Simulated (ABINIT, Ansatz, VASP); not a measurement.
Code comparison for AlAs (F-43m, 2 atoms in the cell)

Self-consistent single point.

```xyz
2
Lattice="0.0000 2.8300 2.8300 2.8300 0.0000 2.8300 2.8300 2.8300 0.0000" Properties=species:S:1:pos:R:3 pbc="T T T"
Al     0.0000     0.0000     0.0000
As     1.4150     1.4150     1.4150
```

All programs got the same cell, k-point mesh and kind of occupations (in Ansatz's words: kpoints.mp_grid.grid = 8 8 8; scf.occupations.method = fermi_dirac; scf.occupations.width = 0.0037 Ry); potentials, basis and cutoffs are each program's usual ones.

```csv
code,model,pressure (GPa),gap on the mesh (eV),cutoff
VASP,"PBE, VASP's PBE PAW potentials (set 64)",–,1.434,300 eV
ABINIT,"PBE, norm-conserving pseudopotentials (PseudoDojo nc-sr-05 PBE standard)",2.60,1.439,84 Ry
Ansatz,"PBE, default PAW files",2.59,1.444,30.9 Ry
```

A dash marks a value that a program does not give, or that is left out as unsure.

Gaps are read on the mesh.

The spread over the programs that give each value: pressure within 0.01 GPa; gap on the mesh within 0.010 eV.

The starting cell has typed, rounded lattice constants, without a prior relaxation at this level.

Why do the programs differ, and what cannot be compared?

Differences of this kind can come from the potentials, where these differ, and from what each basis and cutoff leave unconverged. The valence holds different numbers of electrons (VASP 8, ABINIT 18, Ansatz (a first-principles code) 18). The zero of total energies and Fermi levels follows the potentials and each program's conventions, so they are not compared here. Ansatz's pressure is given at a fixed set of plane waves, as the other plane-wave codes print theirs. Ansatz's smearing width was typed in Ry to four decimals, so it matches the others to a few per cent.

VASP's run is marked for a possible Pulay error in its stress at this cutoff; no cutoff test was made.

Left out of this page: Quantum ESPRESSO, GPAW, CP2K, PySCF, Elk, FLEUR and SIESTA (not drawn, or without a comparable value).

Keys are those of Ansatz 0.2.
